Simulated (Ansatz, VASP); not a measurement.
## SiC in two plane-wave programs

Wanted: the spread between two codes on one cell, functional and k mesh. The cell is taken from a series of runs on this material, whose earlier steps may have relaxed, scaled, displaced or heated it; both programs get it as it stands.

Calculated with Ansatz 0.2.0; plane waves, with VASP 6.6.1 beside it; zone-centre phonons at LDA.

## (1) Set-up

Symmetry: P6_3mc, No. 186, hexagonal system. The conventional cell has a = 3.053 Å, b = 3.053 Å, c = 10.212 Å, α = 90.00°, β = 90.00°, γ = 120.00°. Nearest to C lie 4 Si at 1.88 to 1.91 Å. Nearest to C lie 4 Si at 1.88 to 1.90 Å. Si has 4 C at 1.88 to 1.91 Å nearest. Nearest to Si lie 4 C at 1.88 to 1.90 Å. Farther neighbours are not listed.

## (2) VASP: zone-centre phonons, LDA

Second derivatives magnify differences that forces hide, and they need a tight electronic threshold.

Lines of VASP's logs that name or quote its potential files are left out, and so is its time.

Contents of INCAR:

```
SYSTEM = SiC
PREC = Accurate
ENCUT = 600
EDIFF = 1E-08
NELM = 120
ISMEAR = 0
SIGMA = 0.01
LREAL = .FALSE.
ALGO = Normal
GGA = PW92
NBANDS = 24
LORBIT = 11
LWAVE = .FALSE.
LCHARG = .FALSE.
ISIF = 2
IBRION = 8
LEPSILON = .TRUE.
LASPH = .TRUE.
GGA_COMPAT = .FALSE.
EFERMI = MIDGAP
KPAR = 2
```

Contents of POSCAR:

```
SiC
1.0
    3.0532195574      0.0000000000      0.0000000000
   -1.5266097787      2.6441657000      0.0000000000
    0.0000000000      0.0000000000     10.2124329060
C Si
4 4
Direct
    0.6666666666      0.3333333332      0.7503317102
    0.3333333332      0.6666666666      0.2503317102
    0.9999999999      0.9999999999      0.5009105916
    0.9999999999      0.9999999999      0.0009105916
    0.6666666666      0.3333333332      0.9373984841
    0.3333333332      0.6666666666      0.4373984841
    0.9999999999      0.9999999999      0.6873582140
    0.9999999999      0.9999999999      0.1873582140
```

Contents of KPOINTS:

```
Automatic mesh
0
Gamma
9 9 4
0 0 0
```

PAW data sets: C and Si (LDA family, release 64).

Run with:

```
> mpirun -np 2 vasp_std
```

Numbers of over 12 decimals in the logs are rounded to 6 here.

Log:

```text
[banner, memory and clock lines left out]
running    2 mpi-ranks, on    1 nodes
 distrk:  each k-point on    1 cores,    2 groups
 distr:  one band on    1 cores,    1 groups

 POSCAR found type information on POSCAR C Si
 POSCAR found :  2 types and       8 ions
|                                                                             |
|               ----> ADVICE to this user running VASP <----                  |
|                                                                             |
|     You enforced a specific xc type in the INCAR file but a different       |
|     [... a line on the potential file left out ...]
|     I HOPE YOU KNOW WHAT YOU ARE DOING!                                     |
|                                                                             |

 LDA part: xc-table for (Slater(with rela. corr.)+PW92), standard interpolation
 POSCAR, INCAR and KPOINTS ok, starting setup
 FFT: planning ... GRIDC
 FFT: planning ... GRID_SOFT
 FFT: planning ... GRID
 WAVECAR not read
 entering main loop
       N       E                     dE             d eps       ncg     rms          rms(c)
DAV:   1     0.795041693366E+02    0.79504E+02   -0.15989E+04  1728   0.135E+03
DAV:   2    -0.674277385022E+02   -0.14693E+03   -0.13663E+03  2384   0.210E+02
DAV:   3    -0.746887532360E+02   -0.72610E+01   -0.72114E+01  2288   0.450E+01
DAV:   4    -0.747923167250E+02   -0.10356E+00   -0.10346E+00  2232   0.640E+00
DAV:   5    -0.747944568580E+02   -0.21401E-02   -0.21396E-02  2264   0.859E-01    0.182E+01
DAV:   6    -0.669035351999E+02    0.78909E+01   -0.23574E+01  2208   0.219E+01    0.835E+00
DAV:   7    -0.666599536553E+02    0.24358E+00   -0.21888E+00  2376   0.697E+00    0.333E+00
DAV:   8    -0.665888521501E+02    0.71102E-01   -0.13609E-01  2112   0.182E+00    0.112E+00
DAV:   9    -0.665774129629E+02    0.11439E-01   -0.19560E-02  2240   0.760E-01    0.160E-01
DAV:  10    -0.665775072739E+02   -0.94311E-04   -0.10054E-03  2232   0.180E-01    0.858E-02
DAV:  11    -0.665775170196E+02   -0.97457E-05   -0.43281E-05  2264   0.435E-02    0.215E-02
DAV:  12    -0.665775121616E+02    0.48580E-05   -0.91844E-06  2184   0.156E-02    0.970E-03
DAV:  13    -0.665775116173E+02    0.54425E-06   -0.25934E-06  2264   0.739E-03    0.232E-03
DAV:  14    -0.665775116160E+02    0.12965E-08   -0.13840E-07  2176   0.233E-03    0.647E-04
DAV:  15    -0.665775116176E+02   -0.15971E-08   -0.80532E-09  1640   0.573E-04
   1 F= -.66577512E+02 E0= -.66577512E+02  d E =0.000000E+00
 Linear response reoptimize wavefunctions to high precision
DAV:   1    -0.665775116177E+02   -0.50022E-10   -0.82141E-10  1576   0.205E-04
 Linear response G [H, r] |phi>, progress :
  Direction:   1
       N       E                     dE             d eps       ncg     rms
RMM:   1    -0.150754321327E+03   -0.15075E+03    0.20663E+01  4487   0.747E+01
RMM:   2    -0.102831904945E+03    0.47922E+02   -0.15807E+01  2976   0.222E+01
RMM:   3    -0.102993764155E+03   -0.16186E+00   -0.33272E-01  3131   0.307E+00
RMM:   4    -0.102997010857E+03   -0.32467E-02   -0.14679E-02  3294   0.538E-01
RMM:   5    -0.102996899479E+03    0.11138E-03   -0.16107E-03  3268   0.116E-01
RMM:   6    -0.102996870745E+03    0.28734E-04   -0.55494E-04  3387   0.318E-02
RMM:   7    -0.102996873092E+03   -0.23470E-05   -0.49035E-04  3365   0.131E-02
RMM:   8    -0.102996869190E+03    0.39015E-05   -0.60796E-04  3456   0.873E-03
RMM:   9    -0.102996866381E+03    0.28093E-05   -0.50307E-04  3458   0.763E-03
RMM:  10    -0.102996870542E+03   -0.41611E-05   -0.31289E-04  3127   0.734E-03
RMM:  11    -0.102996871515E+03   -0.97286E-06   -0.20238E-04  2949   0.720E-03
RMM:  12    -0.102996871519E+03   -0.37952E-08   -0.17743E-04  2929   0.715E-03
 Linear response G [H, r] |phi>, progress :
  Direction:   2
       N       E                     dE             d eps       ncg     rms
RMM:   1    -0.172521377962E+03   -0.17252E+03   -0.31107E+02  4379   0.713E+01
RMM:   2    -0.129858874026E+03    0.42663E+02   -0.12448E+01  2958   0.203E+01
RMM:   3    -0.129990974542E+03   -0.13210E+00   -0.23002E-01  3083   0.261E+00
RMM:   4    -0.129993189905E+03   -0.22154E-02   -0.83759E-03  3278   0.424E-01
RMM:   5    -0.129993083371E+03    0.10653E-03   -0.35404E-04  3268   0.825E-02
RMM:   6    -0.129993069646E+03    0.13725E-04    0.96096E-05  3369   0.216E-02
RMM:   7    -0.129993052431E+03    0.17215E-04    0.30074E-04  3366   0.980E-03
RMM:   8    -0.129993056044E+03   -0.36136E-05    0.25886E-04  3434   0.753E-03
RMM:   9    -0.129993049940E+03    0.61046E-05    0.63905E-04  3392   0.708E-03
RMM:  10    -0.129993057012E+03   -0.70723E-05    0.16148E-04  3016   0.703E-03
RMM:  11    -0.129993055059E+03    0.19533E-05    0.36453E-04  2849   0.692E-03
 Linear response G [H, r] |phi>, progress :
  Direction:   3
[...]
RMM:   3    -0.123669594975E+00   -0.40505E-04   -0.12946E-03 12529   0.166E-01    0.104E-01
RMM:   4    -0.124728423663E+00   -0.10588E-02   -0.11329E-03 12793   0.142E-01    0.187E-02
RMM:   5    -0.124625880189E+00    0.10254E-03   -0.19781E-05 13762   0.250E-02    0.402E-03
RMM:   6    -0.124663445064E+00   -0.37565E-04   -0.16543E-06 14342   0.485E-03    0.849E-04
RMM:   7    -0.124656996860E+00    0.64482E-05    0.38356E-07 14456   0.121E-03    0.315E-04
[...]
RMM:   2    -0.149030414679E-01    0.32401E-02   -0.11510E-03 12891   0.211E-01    0.131E-01
RMM:   3    -0.148047661518E-01    0.98275E-04    0.18122E-04 13578   0.532E-02    0.757E-02
RMM:   4    -0.148699260465E-01   -0.65160E-04    0.17845E-04 13124   0.494E-02    0.791E-03
RMM:   5    -0.148748968052E-01   -0.49708E-05   -0.38337E-05 13848   0.106E-02    0.227E-03
RMM:   6    -0.148722169348E-01    0.26799E-05   -0.15820E-06 14288   0.155E-03    0.857E-04
RMM:   7    -0.148712653158E-01    0.95162E-06    0.13479E-06 14427   0.412E-04    0.122E-04
RMM:   8    -0.148711218478E-01    0.14347E-06    0.51059E-08 14491   0.145E-04    0.215E-05
RMM:   9    -0.148711540909E-01   -0.32243E-07    0.27546E-07 14820   0.747E-05    0.368E-06
RMM:  10    -0.148711552843E-01   -0.11934E-08    0.21307E-07 15004   0.553E-05    0.184E-06
RMM:  11    -0.148711590143E-01   -0.37300E-08    0.19854E-07 14611   0.517E-05    0.596E-07
RMM:  12    -0.148711555457E-01    0.34686E-08    0.12928E-07 13285   0.499E-05    0.138E-07
RMM:  13    -0.148711557193E-01   -0.17363E-09    0.15474E-07 12177   0.493E-05    0.470E-08
 first order change of Fermi-energy  -0.41319E+00
 force on displaced ion       5 direction 1 : -19.943  -0.000  -0.000
 Born effective charge ion    5 direction 1 :   2.667  -0.000   0.000
 Linear response progress:
  Degree of freedom:   6/  8
       N       E                     dE             d eps       ncg     rms          rms(c)
RMM:   1    -0.456732539835E-01   -0.45673E-01    0.43317E-02  5701   0.123E+00
RMM:   2    -0.361599789915E-01    0.95133E-02   -0.37158E-03  3440   0.386E-01    0.155E-01
RMM:   3    -0.355489483077E-01    0.61103E-03   -0.74060E-04  3732   0.115E-01    0.875E-02
RMM:   4    -0.352901155967E-01    0.25883E-03   -0.41759E-04  3848   0.804E-02    0.280E-02
RMM:   5    -0.352791786907E-01    0.10937E-04   -0.17160E-05  3846   0.267E-02    0.684E-03
RMM:   6    -0.352944400181E-01   -0.15261E-04    0.36172E-06  3698   0.954E-03    0.284E-03
RMM:   7    -0.352960939158E-01   -0.16539E-05    0.30889E-06  3772   0.315E-03    0.897E-04
RMM:   8    -0.352985391671E-01   -0.24453E-05   -0.33214E-06  3818   0.114E-03    0.308E-04
RMM:   9    -0.352983863658E-01    0.15280E-06   -0.17927E-06  3877   0.305E-04    0.159E-04
RMM:  10    -0.352984486518E-01   -0.62286E-07   -0.15619E-06  3851   0.234E-04    0.259E-05
RMM:  11    -0.352984994488E-01   -0.50797E-07   -0.29229E-06  3919   0.125E-04    0.860E-06
RMM:  12    -0.352984568066E-01    0.42642E-07   -0.15631E-06  3969   0.874E-05    0.543E-06
RMM:  13    -0.352984403405E-01    0.16466E-07   -0.16987E-06  4120   0.817E-05    0.666E-07
RMM:  14    -0.352984523161E-01   -0.11976E-07   -0.18517E-06  3817   0.785E-05    0.300E-07
RMM:  15    -0.352984494224E-01    0.28937E-08   -0.18133E-06  3415   0.776E-05    0.137E-07
RMM:  16    -0.352984394871E-01    0.99353E-08   -0.17420E-06  3343   0.775E-05    0.611E-08
 first order change of Fermi-energy  -0.27500E+00
 force on displaced ion       5 direction 3 :  -0.000   0.000 -29.216
 Born effective charge ion    5 direction 3 :  -0.000   0.000   2.659
 Linear response progress:
  Degree of freedom:   7/  8
       N       E                     dE             d eps       ncg     rms          rms(c)
RMM:   1    -0.183162605933E-01   -0.18316E-01   -0.46946E-03 18932   0.799E-01
RMM:   2    -0.150119220546E-01    0.33043E-02   -0.18721E-03 12872   0.214E-01    0.131E-01
RMM:   3    -0.149090131879E-01    0.10291E-03   -0.39888E-04 13603   0.536E-02    0.756E-02
RMM:   4    -0.149712710892E-01   -0.62258E-04   -0.37213E-04 13114   0.495E-02    0.782E-03
RMM:   5    -0.149159041743E-01    0.55367E-04    0.18129E-05 13872   0.107E-02    0.230E-03
RMM:   6    -0.149188393640E-01   -0.29352E-05   -0.22614E-06 14311   0.159E-03    0.850E-04
RMM:   7    -0.149183117686E-01    0.52760E-06   -0.22329E-06 14423   0.422E-04    0.138E-04
RMM:   8    -0.149178899528E-01    0.42182E-06   -0.85488E-07 14498   0.154E-04    0.219E-05
RMM:   9    -0.149179399169E-01   -0.49964E-07   -0.84236E-07 14809   0.791E-05    0.397E-06
RMM:  10    -0.149179523863E-01   -0.12469E-07   -0.96159E-07 14968   0.597E-05    0.205E-06
RMM:  11    -0.149179610267E-01   -0.86403E-08   -0.10411E-06 14643   0.561E-05    0.688E-07
RMM:  12    -0.149179499164E-01    0.11110E-07   -0.95929E-07 13331   0.541E-05    0.186E-07
RMM:  13    -0.149179495923E-01    0.32411E-09   -0.96361E-07 12008   0.534E-05    0.732E-08
 first order change of Fermi-energy   0.43310E+00
 force on displaced ion       7 direction 1 : -20.116  -0.000   0.000
 Born effective charge ion    7 direction 1 :   2.677  -0.000   0.000
 Linear response progress:
  Degree of freedom:   8/  8
       N       E                     dE             d eps       ncg     rms          rms(c)
RMM:   1    -0.478607698038E-01   -0.47861E-01    0.22996E-02  5737   0.123E+00
RMM:   2    -0.362550845401E-01    0.11606E-01   -0.49579E-03  3453   0.394E-01    0.156E-01
RMM:   3    -0.354795504609E-01    0.77553E-03   -0.56950E-04  3739   0.118E-01    0.882E-02
RMM:   4    -0.352060916566E-01    0.27346E-03   -0.20435E-04  3857   0.816E-02    0.288E-02
RMM:   5    -0.352214752085E-01   -0.15384E-04   -0.59704E-05  3862   0.278E-02    0.723E-03
RMM:   6    -0.352445942429E-01   -0.23119E-04   -0.10319E-04  3692   0.100E-02    0.301E-03
RMM:   7    -0.352373633070E-01    0.72309E-05   -0.12664E-05  3779   0.340E-03    0.965E-04
RMM:   8    -0.352385990503E-01   -0.12357E-05   -0.62953E-06  3802   0.118E-03    0.351E-04
RMM:   9    -0.352386097494E-01   -0.10699E-07   -0.59045E-06  3860   0.314E-04    0.169E-04
RMM:  10    -0.352388312751E-01   -0.22153E-06   -0.81807E-06  3846   0.235E-04    0.280E-05
RMM:  11    -0.352387547542E-01    0.76521E-07   -0.89521E-06  3907   0.114E-04    0.828E-06
RMM:  12    -0.352386820023E-01    0.72752E-07   -0.66167E-06  3971   0.699E-05    0.511E-06
RMM:  13    -0.352384560059E-01    0.22600E-06   -0.32657E-06  4019   0.622E-05    0.868E-07
RMM:  14    -0.352383636526E-01    0.92353E-07   -0.25680E-06  4023   0.598E-05    0.355E-07
RMM:  15    -0.352383524031E-01    0.11250E-07   -0.21730E-06  3456   0.588E-05    0.182E-07
RMM:  16    -0.352383812837E-01   -0.28881E-07   -0.22553E-06  3299   0.587E-05    0.753E-08
 first order change of Fermi-energy  -0.21143E+00
 force on displaced ion       7 direction 3 :   0.000  -0.000 -29.431
 Born effective charge ion    7 direction 3 :   0.000   0.000   2.894
 Born effective charges drift removed
 Linear response finished
```

[end of part 1 of 3]

[Lines on the potential files, build, host, timing and source positions are cut from VASP's logs without a mark.]

[Logs are printed without paths, hosts, clocks, repeated set-up lines and the standing remarks that a program may print on its own settings, such as how far it seeks lower states.]

[Hosts, paths, dates, database ids (printed as entryN), source tags and the programs' standing remarks are cut or masked in the printed files.]
